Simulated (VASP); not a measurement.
# BiPd (Sobolevskite) under strain

Aim: follow the pressure of BiPd (Sobolevskite) through compression, expansion and shear. All runs use LDA. Left out of this account: 1 further run (fields: a reference on another mesh). The start is a cell from a database of measured crystal structures.

Calculated with VASP 6.6.1; LDA; plane waves and PAW (Bi_d, Pd).

Most raw output is cut from this account.

### Step 1. Set-up

The structure is hexagonal, space group P6_3/mmc (No. 194). Conventional cell: a = 4.230 Å, b = 4.230 Å, c = 5.690 Å, α = 90.00°, β = 90.00°, γ = 120.00°. Nearest to Bi lie 6 Pd at 2.83 Å. Nearest to Pd lie 6 Bi at 2.83 Å and 2 Pd at 2.85 Å. Farther neighbours are not listed.

### Step 2. Bands, cell as listed

The mesh alone shows little of the dispersion and can miss band extrema, so KPOINTS_OPT adds a path through the symmetry points after the self-consistent cycle. LDA, the lowest rung, knows the local density alone.

Contents of INCAR:

```
SYSTEM = BiPd
PREC = Accurate
ENCUT = 400
EDIFF = 1E-06
NELM = 100
ISMEAR = -1
SIGMA = 0.05
LREAL = .FALSE.
ALGO = Normal
GGA = CA
NBANDS = 39
LASPH = .TRUE.
LORBIT = 11
LWAVE = .FALSE.
LCHARG = .FALSE.
KPAR = 4
```

Contents of POSCAR:

```
BiPd
1.0
    4.2300000000      0.0000000000      0.0000000000
   -2.1150000000      3.6632874580      0.0000000000
    0.0000000000      0.0000000000      5.6900000000
Bi Pd
2 2
Direct
    0.3333333333      0.6666666667      0.2500000000
    0.6666666667      0.3333333333      0.7500000000
    0.0000000000      0.0000000000      0.0000000000
    0.0000000000      0.0000000000      0.5000000000
```

Contents of KPOINTS:

```
Automatic mesh
0
Gamma
8 8 6
0 0 0
```

Contents of KPOINTS_OPT:

```
Line mode
16
Line-mode
Reciprocal
  0.00000000   0.00000000   0.00000000 GAMMA
  0.50000000   0.00000000   0.00000000 M

  0.50000000   0.00000000   0.00000000 M
  0.33333333   0.33333333   0.00000000 K

  0.33333333   0.33333333   0.00000000 K
  0.00000000   0.00000000   0.00000000 GAMMA

  0.00000000   0.00000000   0.00000000 GAMMA
  0.00000000   0.00000000   0.50000000 A

  0.00000000   0.00000000   0.50000000 A
  0.50000000   0.00000000   0.50000000 L

  0.50000000   0.00000000   0.50000000 L
  0.33333333   0.33333333   0.50000000 H

  0.33333333   0.33333333   0.50000000 H
  0.00000000   0.00000000   0.50000000 A

  0.50000000   0.00000000   0.50000000 L
  0.50000000   0.00000000   0.00000000 M

  0.33333333   0.33333333   0.00000000 K
  0.33333333   0.33333333   0.50000000 H
```

Potentials, in the order of the species: Bi_d and Pd (LDA family, release 64).

The run is started by

```
> mpirun -np 4 vasp_std
```

Elapsed: 1.9 min, on 4 MPI ranks of AMD EPYC 7R43, shared host; peak memory 0.9 GiB; 7.3 min of CPU time.

Spin-orbit coupling is off here; with elements this heavy it splits and shifts levels by tenths of an eV or more. At this level the cell is under a tension of 2.7 GPa, so at these settings it is away from equilibrium.

This step gave:

| Item | Value |
| --- | --- |
| SCF cycles | 12 |
| electrons | 50 |
| bands | 39 |
| irreducible k-points | 40 |
| symmetry operations | 24 |
| free energy (TOTEN) | -23.43 eV |
| energy at zero smearing | -23.43 eV |
| Fermi energy | 8.768 eV |
| pressure | -2.674 GPa |
| metallic | yes |

The electronic bands at the labelled points (eV, zero at the Fermi level; # counts the bands kept):

| point | #10 | #11 | #12 | #13 | #14 | #15 | #16 | #17 |
| --- | --- | --- | --- | --- | --- | --- | --- | --- |
| Γ | -2.02 | 0.08 | 0.93 | 0.93 | 3.03 | 3.09 | 3.22 | 3.22 |
| 0.47 of the way | -2.00 | -1.68 | -0.34 | -0.24 | 0.76 | 2.81 | 3.68 | 4.44 |
| M | -2.12 | -1.99 | -1.98 | -1.98 | -1.25 | 1.74 | 4.18 | 4.54 |
| 0.47 of the way | -2.10 | -2.01 | -1.96 | -1.53 | -0.39 | 1.30 | 2.08 | 4.24 |
| K | -2.05 | -1.91 | -1.37 | -0.17 | -0.17 | 0.33 | 0.33 | 3.63 |
| 0.47 of the way | -2.08 | -2.01 | -1.20 | -0.43 | 1.57 | 1.69 | 2.35 | 4.84 |
| Γ | -2.02 | 0.08 | 0.93 | 0.93 | 3.03 | 3.09 | 3.22 | 3.22 |
| 0.53 of the way | -2.38 | -0.62 | 0.87 | 1.56 | 1.56 | 3.02 | 3.02 | 3.87 |
| A | -2.85 | -0.81 | -0.81 | 2.44 | 2.44 | 2.44 | 2.44 | 5.28 |
| 0.47 of the way | -2.80 | -0.85 | -0.85 | 1.04 | 1.04 | 1.55 | 1.55 | 4.86 |
| L | -2.67 | -2.38 | -2.38 | 0.74 | 0.74 | 1.58 | 1.58 | 4.76 |
| 0.53 of the way | -2.63 | -2.27 | -2.27 | -0.88 | -0.88 | 3.38 | 3.38 | 5.38 |
| H | -2.79 | -2.09 | -2.09 | -1.52 | -1.52 | 4.08 | 4.08 | 6.29 |
| 0.53 of the way | -2.77 | -0.83 | -0.83 | 0.02 | 0.02 | 2.13 | 2.13 | 5.60 |
| A | -2.85 | -0.81 | -0.81 | 2.44 | 2.44 | 2.44 | 2.44 | 5.28 |
| jump to L | -2.67 | -2.38 | -2.38 | 0.74 | 0.74 | 1.58 | 1.58 | 4.76 |
| 0.53 of the way | -2.47 | -2.15 | -2.12 | -0.89 | -0.23 | 2.50 | 2.75 | 3.48 |
| M | -2.12 | -1.99 | -1.98 | -1.98 | -1.25 | 1.74 | 4.18 | 4.54 |
| jump to K | -2.05 | -1.91 | -1.37 | -0.17 | -0.17 | 0.33 | 0.33 | 3.63 |
| 0.47 of the way | -2.10 | -2.10 | -2.10 | -1.09 | -1.09 | 2.00 | 2.00 | 4.86 |
| H | -2.79 | -2.09 | -2.09 | -1.52 | -1.52 | 4.08 | 4.08 | 6.29 |

Of the projections kept (Bi, Pd), the largest for each band there; the rest of the weight can lie on other orbitals:

| point | #10 | #11 | #12 | #13 | #14 | #15 | #16 | #17 |
| --- | --- | --- | --- | --- | --- | --- | --- | --- |
| Γ | Pd 1.00 | Pd 0.92 | Bi 0.74 | Bi 0.74 | Pd 0.53 | Bi 0.97 | Bi 0.52 | Bi 0.52 |
| M | Pd 0.99 | Bi 0.70 | Pd 1.00 | Pd 0.98 | Pd 0.81 | Pd 0.72 | Bi 0.65 | Pd 0.73 |
| K | Pd 0.99 | Pd 0.98 | Bi 0.57 | Pd 0.59 | Pd 0.59 | Pd 0.61 | Pd 0.61 | Pd 0.88 |
| Γ | Pd 1.00 | Pd 0.92 | Bi 0.74 | Bi 0.74 | Pd 0.53 | Bi 0.97 | Bi 0.52 | Bi 0.52 |
| A | Pd 0.99 | Bi 0.55 | Bi 0.55 | Bi 0.57 | Bi 0.57 | Bi 0.57 | Bi 0.57 | Pd 0.61 |
| L | Pd 1.00 | Pd 0.95 | Pd 0.95 | Pd 0.55 | Pd 0.55 | Pd 0.53 | Pd 0.53 | Bi 0.56 |

There is no gap at this level.

### Step 3. Bands, volume times 1.04

The cell is expanded evenly, with fractional positions held.

INCAR is that of step 2.

Contents of POSCAR:

```
BiPd
1.0
    4.2856642782      0.0000000000      0.0000000000
   -2.1428321391      3.7114941370      0.0000000000
    0.0000000000      0.0000000000      5.7648770077
Bi Pd
2 2
Direct
    0.3333333333      0.6666666667      0.2500000000
    0.6666666667      0.3333333333      0.7500000000
    0.0000000000      0.0000000000      0.0000000000
    0.0000000000      0.0000000000      0.5000000000
```

KPOINTS is that of step 2.

KPOINTS_OPT is that of step 2.

The run is started by

```
> mpirun -np 4 vasp_std
```

It took 2 min on 4 MPI ranks; peak memory 0.92 GiB; 8 min of CPU time.

This step gave:

| Item | Value |
| --- | --- |
| free energy (TOTEN) | -23.34 eV |
| energy at zero smearing | -23.33 eV |
| Fermi energy | 8.186 eV |
| pressure | -6.252 GPa |

The electronic bands at the labelled points (eV, zero at the Fermi level; # counts the bands kept):

| point | #10 | #11 | #12 | #13 | #14 | #15 | #16 | #17 |
| --- | --- | --- | --- | --- | --- | --- | --- | --- |
| Γ | -1.90 | 0.08 | 0.92 | 0.92 | 2.98 | 3.03 | 3.09 | 3.09 |
| 0.53 of the way | -1.88 | -1.85 | -0.55 | -0.34 | 0.39 | 2.54 | 3.63 | 4.38 |
| M | -1.99 | -1.87 | -1.86 | -1.86 | -1.26 | 1.68 | 4.00 | 4.49 |
| 0.47 of the way | -1.97 | -1.89 | -1.85 | -1.42 | -0.40 | 1.27 | 2.01 | 4.13 |
| K | -1.93 | -1.80 | -1.27 | -0.12 | -0.12 | 0.30 | 0.30 | 3.52 |
| 0.47 of the way | -1.96 | -1.89 | -1.12 | -0.39 | 1.51 | 1.62 | 2.29 | 4.74 |
| Γ | -1.90 | 0.08 | 0.92 | 0.92 | 2.98 | 3.03 | 3.09 | 3.09 |
| 0.47 of the way | -2.18 | -0.48 | 1.05 | 1.39 | 1.39 | 2.95 | 2.95 | 3.68 |
| A | -2.68 | -0.83 | -0.83 | 2.35 | 2.35 | 2.35 | 2.35 | 5.15 |
| 0.47 of the way | -2.63 | -0.84 | -0.84 | 1.00 | 1.00 | 1.52 | 1.52 | 4.77 |
| L | -2.51 | -2.24 | -2.24 | 0.75 | 0.75 | 1.49 | 1.49 | 4.65 |
| 0.47 of the way | -2.46 | -2.18 | -2.18 | -0.65 | -0.65 | 3.04 | 3.04 | 5.10 |
| H | -2.62 | -2.00 | -2.00 | -1.42 | -1.42 | 3.91 | 3.91 | 6.14 |
| 0.53 of the way | -2.61 | -0.84 | -0.84 | 0.05 | 0.05 | 2.06 | 2.06 | 5.45 |
| A | -2.68 | -0.83 | -0.83 | 2.35 | 2.35 | 2.35 | 2.35 | 5.15 |
| jump to L | -2.51 | -2.24 | -2.24 | 0.75 | 0.75 | 1.49 | 1.49 | 4.65 |
| 0.53 of the way | -2.32 | -2.02 | -1.99 | -0.82 | -0.27 | 2.42 | 2.67 | 3.39 |
| M | -1.99 | -1.87 | -1.86 | -1.86 | -1.26 | 1.68 | 4.00 | 4.49 |
| jump to K | -1.93 | -1.80 | -1.27 | -0.12 | -0.12 | 0.30 | 0.30 | 3.52 |
| 0.47 of the way | -1.99 | -1.99 | -1.97 | -1.02 | -1.02 | 1.93 | 1.93 | 4.72 |
| H | -2.62 | -2.00 | -2.00 | -1.42 | -1.42 | 3.91 | 3.91 | 6.14 |

Of the projections kept (Bi, Pd), the largest for each band there; the rest of the weight can lie on other orbitals:

| point | #10 | #11 | #12 | #13 | #14 | #15 | #16 | #17 |
| --- | --- | --- | --- | --- | --- | --- | --- | --- |
| Γ | Pd 1.00 | Pd 0.92 | Bi 0.75 | Bi 0.75 | Bi 0.97 | Pd 0.55 | Bi 0.52 | Bi 0.52 |
| M | Pd 0.99 | Pd 1.00 | Pd 0.98 | Bi 0.71 | Pd 0.82 | Pd 0.72 | Bi 0.65 | Pd 0.73 |
| K | Pd 1.00 | Pd 0.98 | Bi 0.58 | Pd 0.59 | Pd 0.59 | Pd 0.62 | Pd 0.62 | Pd 0.89 |
| Γ | Pd 1.00 | Pd 0.92 | Bi 0.75 | Bi 0.75 | Bi 0.97 | Pd 0.55 | Bi 0.52 | Bi 0.52 |
| A | Pd 0.99 | Bi 0.53 | Bi 0.53 | Bi 0.58 | Bi 0.58 | Bi 0.58 | Bi 0.58 | Pd 0.62 |
| L | Pd 1.00 | Pd 0.95 | Pd 0.95 | Pd 0.55 | Pd 0.55 | Pd 0.53 | Pd 0.53 | Bi 0.56 |

 The pressure is -6.25 GPa.

Between step 2 and this run (cell volume +4.0 %) the value for the pressure moves from -2.67 GPa to -6.25 GPa.

### Step 4. Bands, volume times 1.08

INCAR is that of step 3.

Contents of POSCAR:

```
BiPd
1.0
    4.3399189527      0.0000000000      0.0000000000
   -2.1699594763      3.7584800634      0.0000000000
    0.0000000000      0.0000000000      5.8378578820
Bi Pd
2 2
Direct
    0.3333333333      0.6666666667      0.2500000000
    0.6666666667      0.3333333333      0.7500000000
    0.0000000000      0.0000000000      0.0000000000
    0.0000000000      0.0000000000      0.5000000000
```

KPOINTS is that of step 3.

KPOINTS_OPT is that of step 3.

The run is started by

```
> mpirun -np 4 vasp_std
```

Wall time 1.8 min (4 MPI ranks); peak memory 0.89 GiB.

Numbers from this step:

```yaml
free_energy_toten: -23.18 eV
energy_at_zero_smearing: -23.17 eV
fermi_energy: 7.655 eV
pressure: -9.039 GPa
```

Electronic bands along the path, in eV, zero at the Fermi level; # counts the bands kept:

| point | #10 | #11 | #12 | #13 | #14 | #15 | #16 | #17 |
| --- | --- | --- | --- | --- | --- | --- | --- | --- |
| Γ | -1.79 | 0.07 | 0.90 | 0.90 | 2.86 | 2.96 | 2.96 | 3.03 |
| 0.53 of the way | -1.78 | -1.78 | -0.50 | -0.31 | 0.35 | 2.46 | 3.48 | 4.35 |
| M | -1.88 | -1.77 | -1.76 | -1.74 | -1.28 | 1.62 | 3.82 | 4.44 |
| 0.47 of the way | -1.86 | -1.78 | -1.75 | -1.32 | -0.41 | 1.24 | 1.94 | 4.02 |
| K | -1.82 | -1.71 | -1.18 | -0.08 | -0.08 | 0.27 | 0.27 | 3.41 |
| 0.47 of the way | -1.85 | -1.79 | -1.04 | -0.37 | 1.45 | 1.55 | 2.23 | 4.63 |
| Γ | -1.79 | 0.07 | 0.90 | 0.90 | 2.86 | 2.96 | 2.96 | 3.03 |
| 0.47 of the way | -2.05 | -0.46 | 0.93 | 1.35 | 1.35 | 2.83 | 2.83 | 3.66 |
| A | -2.52 | -0.85 | -0.85 | 2.26 | 2.26 | 2.26 | 2.26 | 5.01 |
| 0.47 of the way | -2.48 | -0.84 | -0.84 | 0.96 | 0.96 | 1.48 | 1.48 | 4.68 |
| L | -2.37 | -2.11 | -2.11 | 0.75 | 0.75 | 1.40 | 1.40 | 4.54 |
| 0.47 of the way | -2.33 | -2.06 | -2.06 | -0.61 | -0.61 | 2.91 | 2.91 | 4.97 |
| H | -2.47 | -1.92 | -1.92 | -1.33 | -1.33 | 3.75 | 3.75 | 6.01 |
| 0.47 of the way | -2.42 | -1.02 | -1.02 | -0.26 | -0.26 | 2.18 | 2.18 | 5.39 |
| A | -2.52 | -0.85 | -0.85 | 2.26 | 2.26 | 2.26 | 2.26 | 5.01 |
| jump to L | -2.37 | -2.11 | -2.11 | 0.75 | 0.75 | 1.40 | 1.40 | 4.54 |
| 0.47 of the way | -2.21 | -1.95 | -1.90 | -0.59 | -0.09 | 2.35 | 2.45 | 3.19 |
| M | -1.88 | -1.77 | -1.76 | -1.74 | -1.28 | 1.62 | 3.82 | 4.44 |
| jump to K | -1.82 | -1.71 | -1.18 | -0.08 | -0.08 | 0.27 | 0.27 | 3.41 |
| 0.53 of the way | -1.94 | -1.91 | -1.91 | -1.05 | -1.05 | 2.15 | 2.15 | 4.87 |
| H | -2.47 | -1.92 | -1.92 | -1.33 | -1.33 | 3.75 | 3.75 | 6.01 |

Of the projections kept (Bi, Pd), the largest for each band there; the rest of the weight can lie on other orbitals:

| point | #10 | #11 | #12 | #13 | #14 | #15 | #16 | #17 |
| --- | --- | --- | --- | --- | --- | --- | --- | --- |
| Γ | Pd 1.00 | Pd 0.92 | Bi 0.76 | Bi 0.76 | Bi 0.97 | Bi 0.53 | Bi 0.53 | Pd 0.57 |
| M | Pd 0.99 | Pd 1.00 | Pd 0.98 | Bi 0.72 | Pd 0.84 | Pd 0.72 | Bi 0.65 | Pd 0.73 |
| K | Pd 1.00 | Pd 0.98 | Bi 0.59 | Pd 0.59 | Pd 0.59 | Pd 0.62 | Pd 0.62 | Pd 0.89 |
| Γ | Pd 1.00 | Pd 0.92 | Bi 0.76 | Bi 0.76 | Bi 0.97 | Bi 0.53 | Bi 0.53 | Pd 0.57 |
| A | Pd 0.99 | Bi 0.51 | Bi 0.51 | Bi 0.58 | Bi 0.58 | Bi 0.58 | Bi 0.58 | Pd 0.63 |
| L | Pd 1.00 | Pd 0.95 | Pd 0.95 | Pd 0.54 | Pd 0.54 | Pd 0.53 | Pd 0.53 | Bi 0.56 |

 The pressure is -9.04 GPa.

For the pressure, step 2 gave -2.67 GPa; this run, with cell volume +8.0 %, gives -9.04 GPa.

### Step 5. Bands, sheared, principal strains -1.7, +0.1, +1.6 %

The cell is sheared at fixed volume, which lowers its symmetry.

INCAR is that of step 4.

Contents of POSCAR:

```
BiPd
1.0
    4.1655240000      0.0028300000     -0.0227270000
   -2.0803110000      3.6950480000      0.0408700000
   -0.0305710000      0.0458310000      5.7267510000
Bi Pd
2 2
Direct
    0.3333333333      0.6666666667      0.2500000000
    0.6666666667      0.3333333333      0.7500000000
    0.0000000000      0.0000000000      0.0000000000
    0.0000000000      0.0000000000      0.5000000000
```

KPOINTS is that of step 4.

Contents of KPOINTS_OPT:

```
Line mode
16
Line-mode
Reciprocal
  0.00000000   0.00000000  -0.50000000 X
  0.00000000   0.00000000   0.00000000 GAMMA

  0.00000000   0.00000000   0.00000000 GAMMA
  0.50000000   0.00000000   0.00000000 Y

  0.50000000   0.00000000  -0.50000000 L
  0.00000000   0.00000000   0.00000000 GAMMA

  0.00000000   0.00000000   0.00000000 GAMMA
  0.00000000  -0.50000000   0.00000000 Z

  0.00000000  -0.50000000  -0.50000000 N
  0.00000000   0.00000000   0.00000000 GAMMA

  0.00000000   0.00000000   0.00000000 GAMMA
  0.50000000  -0.50000000   0.00000000 M

  0.50000000  -0.50000000  -0.50000000 R
  0.00000000   0.00000000   0.00000000 GAMMA
```

The run is started by

```
> mpirun -np 4 vasp_std
```

The job ended after 3.6 min (4 MPI ranks; peak memory 2.4 GiB).

The path and its labels are those of the sheared lattice, so a letter need not mean the same point as in the unstrained cell.

This step gave:

| Property | Result |
| --- | --- |
| irreducible k-points | 196 |
| symmetry operations | 2 |
| free energy (TOTEN) | -23.42 eV |
| energy at zero smearing | -23.41 eV |
| Fermi energy | 8.774 eV |
| pressure | -2.595 GPa |

Electronic bands along the path, in eV, zero at the Fermi level; # counts the bands kept:

| point | #9 | #10 | #11 | #12 | #13 | #14 | #15 | #16 |
| --- | --- | --- | --- | --- | --- | --- | --- | --- |
| X | -2.84 | -2.83 | -0.83 | -0.82 | 2.31 | 2.41 | 2.52 | 2.60 |
| 0.47 of the way | -2.42 | -2.39 | -0.65 | 0.84 | 1.50 | 1.64 | 3.00 | 3.10 |
| Γ | -2.05 | -2.05 | 0.02 | 0.88 | 1.03 | 3.04 | 3.07 | 3.17 |
| 0.53 of the way | -2.12 | -2.04 | -1.91 | -0.62 | -0.40 | 0.42 | 2.65 | 3.73 |
| Y | -2.40 | -2.16 | -2.02 | -2.00 | -1.98 | -1.22 | 1.72 | 4.11 |
| jump to L | -2.68 | -2.67 | -2.36 | -2.36 | 0.70 | 0.70 | 1.56 | 1.57 |
| 0.47 of the way | -2.50 | -2.45 | -1.46 | -0.37 | -0.17 | 0.17 | 2.57 | 2.71 |
| Γ | -2.05 | -2.05 | 0.02 | 0.88 | 1.03 | 3.04 | 3.07 | 3.17 |
| 0.53 of the way | -2.12 | -2.04 | -1.93 | -0.49 | -0.43 | 0.40 | 2.53 | 3.86 |
| Z | -2.47 | -2.16 | -2.02 | -2.01 | -1.80 | -1.26 | 1.67 | 4.27 |
| jump to N | -2.67 | -2.67 | -2.43 | -2.40 | 0.85 | 0.88 | 1.64 | 1.67 |
| 0.53 of the way | -2.44 | -2.35 | -1.29 | -0.36 | 0.15 | 0.38 | 2.71 | 3.03 |
| Γ | -2.05 | -2.05 | 0.02 | 0.88 | 1.03 | 3.04 | 3.07 | 3.17 |
| 0.47 of the way | -2.11 | -2.04 | -1.65 | -0.35 | -0.28 | 0.76 | 2.84 | 3.63 |
| M | -2.36 | -2.16 | -2.03 | -2.02 | -1.98 | -1.21 | 1.72 | 4.12 |
| jump to R | -2.68 | -2.66 | -2.38 | -2.34 | 0.68 | 0.70 | 1.54 | 1.56 |
| 0.47 of the way | -2.50 | -2.45 | -1.45 | -0.39 | -0.18 | 0.19 | 2.53 | 2.70 |
| Γ | -2.05 | -2.05 | 0.02 | 0.88 | 1.03 | 3.04 | 3.07 | 3.17 |

Of the projections kept (Bi, Pd), the largest for each band there; the rest of the weight can lie on other orbitals:

| point | #9 | #10 | #11 | #12 | #13 | #14 | #15 | #16 |
| --- | --- | --- | --- | --- | --- | --- | --- | --- |
| X | Pd 0.99 | Pd 0.99 | Bi 0.54 | Bi 0.54 | Bi 0.57 | Bi 0.58 | Bi 0.58 | Bi 0.59 |
| Γ | Pd 1.00 | Pd 1.00 | Pd 0.92 | Bi 0.74 | Bi 0.74 | Bi 0.92 | Bi 0.58 | Bi 0.50 |
| Y | Bi 0.74 | Pd 0.99 | Pd 1.00 | Bi 0.70 | Pd 0.98 | Pd 0.81 | Pd 0.72 | Bi 0.63 |
| L | Pd 1.00 | Pd 0.99 | Pd 0.95 | Pd 0.95 | Pd 0.56 | Pd 0.55 | Pd 0.54 | Pd 0.54 |
| Γ | Pd 1.00 | Pd 1.00 | Pd 0.92 | Bi 0.74 | Bi 0.74 | Bi 0.92 | Bi 0.58 | Bi 0.50 |
| Z | Bi 0.74 | Pd 0.99 | Pd 0.98 | Pd 0.99 | Bi 0.71 | Pd 0.81 | Pd 0.74 | Bi 0.65 |

Force by atom:

| atom | x (eV/Å) | y (eV/Å) | z (eV/Å) | size |
| --- | --- | --- | --- | --- |
| Bi1 | 0.013 | -0.137 | 0.013 | 0.138 |
| Bi2 | -0.013 | 0.137 | -0.013 | 0.138 |
| Pd3 | 0.000 | 0.000 | 0.000 | 0.000 |
| Pd4 | 0.000 | 0.000 | 0.000 | 0.000 |

 The pressure is -2.60 GPa, and the symmetry operations fall from 24 to 2.

(Part 1 of 2 ends here.)

[Lines on the potential files, build, host, timing and source positions are cut from VASP's logs without a mark.]

[Logs are printed without paths, hosts, clocks, repeated set-up lines and the standing remarks that a program may print on its own settings, such as how far it seeks lower states.]

[Hosts, paths, dates, database ids (printed as entryN), source tags and the programs' standing remarks are cut or masked in the printed files.]

[A measured line is paired with the nearest computed mode of its activity, which favours agreement.]
